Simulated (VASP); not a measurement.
All values below come from optB86b-vdW, VASP's PBE PAW potentials (set 64) (plane waves; VASP 6.6.1).

Input for VASP

### KPOINTS
```
Automatic mesh
0
Gamma
6 6 4
0 0 0
```

**POSCAR**
```
CdS
1.0
  2.0421760823  -3.5371525609   0.0000000000
  2.0421760823   3.5371525609   0.0000000000
  0.0000000000   0.0000000000   6.6368557077
Cd S
2 2
Cartesian
  2.0421760823  -1.1790532117   3.3185136558
  2.0421760823   1.1790532117   0.0000858019
  2.0421760823  -1.1790532117   5.8204366537
  2.0421760823   1.1790532117   2.5020087999
```

### INCAR
```
AGGAC  =  0.0
ALGO  =  Normal
EDIFF  =  1E-7
EDIFFG  =  -0.01
ENCUT  =  520
GGA  =  MK
IBRION  =  2
ISIF  =  4
ISMEAR  =  0
LASPH  =  .TRUE.
LCHARG  =  .FALSE.
LMAXMIX  =  4
LREAL  =  .FALSE.
LUSE_VDW  =  .TRUE.
LWAVE  =  .FALSE.
NELM  =  100
NSW  =  30
PARAM1  =  0.1234
PARAM2  =  1.0
PREC  =  Accurate
SIGMA  =  0.05
SYSTEM  =  CdS
```

POTCAR, in this order: Cd S (PBE.64 set). Program: vasp_std.

The run wrote:

### OSZICAR
```
       N       E                     dE             d eps       ncg     rms          rms(c)
DAV:   1     0.263892945926E+03    0.26389E+03   -0.18031E+04   924   0.151E+03
DAV:   2     0.103187654957E+02   -0.25357E+03   -0.24761E+03  1044   0.366E+02
DAV:   3    -0.379082007132E+01   -0.14110E+02   -0.14062E+02  1074   0.863E+01
DAV:   4    -0.394826994509E+01   -0.15745E+00   -0.15737E+00  1092   0.918E+00
DAV:   5    -0.395100345179E+01   -0.27335E-02   -0.27334E-02  1122   0.117E+00    0.126E+01
DAV:   6    -0.292206561394E+01    0.10289E+01   -0.25383E+00  1230   0.175E+01    0.967E+00
DAV:   7    -0.291291052453E+01    0.91551E-02   -0.94187E-01  1050   0.573E+00    0.405E+00
DAV:   8    -0.290436484890E+01    0.85457E-02   -0.15202E-01  1080   0.423E+00    0.653E-01
DAV:   9    -0.290264267815E+01    0.17222E-02   -0.24387E-02  1128   0.215E+00    0.214E-01
DAV:  10    -0.290259675120E+01    0.45927E-04   -0.16811E-03  1080   0.491E-01    0.108E-01
DAV:  11    -0.290265061736E+01   -0.53866E-04   -0.22968E-04  1110   0.117E-01    0.109E-01
DAV:  12    -0.290266501590E+01   -0.14399E-04   -0.15261E-04  1032   0.828E-02    0.227E-02
DAV:  13    -0.290267307084E+01   -0.80549E-05   -0.20589E-05  1002   0.330E-02    0.146E-02
DAV:  14    -0.290267209649E+01    0.97435E-06   -0.26446E-06  1182   0.151E-02    0.103E-02
DAV:  15    -0.290267152763E+01    0.56886E-06   -0.18668E-06  1002   0.870E-03    0.109E-03
DAV:  16    -0.290267148564E+01    0.41990E-07   -0.16605E-07   740   0.276E-03
   1 F= -.29026715E+01 E0= -.29026715E+01  d E =-.290267E+01
       N       E                     dE             d eps       ncg     rms          rms(c)
DAV:   1    -0.290277630951E+01   -0.10478E-03   -0.12477E-02   930   0.754E-01    0.390E-02
DAV:   2    -0.290274302841E+01    0.33281E-04   -0.15910E-04  1102   0.108E-01    0.222E-02
DAV:   3    -0.290272677916E+01    0.16249E-04   -0.23946E-05  1062   0.396E-02    0.855E-03
DAV:   4    -0.290272550186E+01    0.12773E-05   -0.34625E-06  1108   0.161E-02    0.534E-03
DAV:   5    -0.290272544489E+01    0.56965E-07   -0.20053E-07   708   0.369E-03
   2 F= -.29027254E+01 E0= -.29027254E+01  d E =-.539593E-04
       N       E                     dE             d eps       ncg     rms          rms(c)
DAV:   1    -0.290330507074E+01   -0.57957E-03   -0.11231E-01   924   0.226E+00    0.117E-01
DAV:   2    -0.290300550739E+01    0.29956E-03   -0.14474E-03  1108   0.324E-01    0.664E-02
DAV:   3    -0.290285989854E+01    0.14561E-03   -0.21458E-04  1062   0.118E-01    0.258E-02
DAV:   4    -0.290284825313E+01    0.11645E-04   -0.31026E-05  1116   0.483E-02    0.160E-02
DAV:   5    -0.290284775383E+01    0.49930E-06   -0.20469E-06  1062   0.114E-02    0.382E-03
DAV:   6    -0.290284775529E+01   -0.14584E-08   -0.33918E-07   934   0.493E-03
   3 F= -.29028478E+01 E0= -.29028478E+01  d E =-.176270E-03
```

OUTCAR:
```
------------------------ aborting loop because EDIFF is reached ----------------------------------------
  FORCE on cell =-STRESS in cart. coord.  units (eV):
  Direction    XX          YY          ZZ          XY          YZ          ZX
  --------------------------------------------------------------------------------------
  Total        2.4480933      2.4480930      2.4852842      0.0000000      0.0000000     -0.0000000
  in kB       40.9071482     40.9071433     41.5286005      0.0000000      0.0000000     -0.0000000
  external PRESSURE =      41.1142973 kB  Pullay stress =       0.0000000 kB
  volume of cell :       95.88
      direct lattice vectors                 reciprocal lattice vectors
     2.040600889 -3.534424205 -0.000000000     0.245025866 -0.141465758  0.000000000
     2.040600889  3.534424205  0.000000000     0.245025866  0.141465758  0.000000000
     0.000000000  0.000000000  6.647106066     0.000000000 -0.000000000  0.150441409
  FREE ENERGIE OF THE ION-ELECTRON SYSTEM (eV)
  ---------------------------------------------------
  free  energy   TOTEN  =        -2.9028477553 eV

  energy  without entropy=       -2.9028477553  energy(sigma->0) =       -2.90284776

 reached required accuracy - stopping structural energy minimisation
```
(Selected blocks of OUTCAR.)

File CONTCAR:
```
CdS
   1.00000000000000
     2.0406008887086644   -3.5344242052054096   -0.0000000000000000
     2.0406008887086644    3.5344242052054096    0.0000000000000000
     0.0000000000000000    0.0000000000000000    6.6471060661377672
  Cd              S
     2     2
Direct
     0.6666669999999968    0.3333330000000032    0.5004247145014714
     0.3333330000000032    0.6666669999999968    0.0004247145014715
     0.6666669999999968    0.3333330000000032    0.8765752854985239
     0.3333330000000032    0.6666669999999968    0.3765752854985239
```

The compound is CdS in the wurtzite structure. This cell is one point of a volume scan, at 0.94 of the reference volume. Symmetry was kept, so distortions that lower it aren't found.
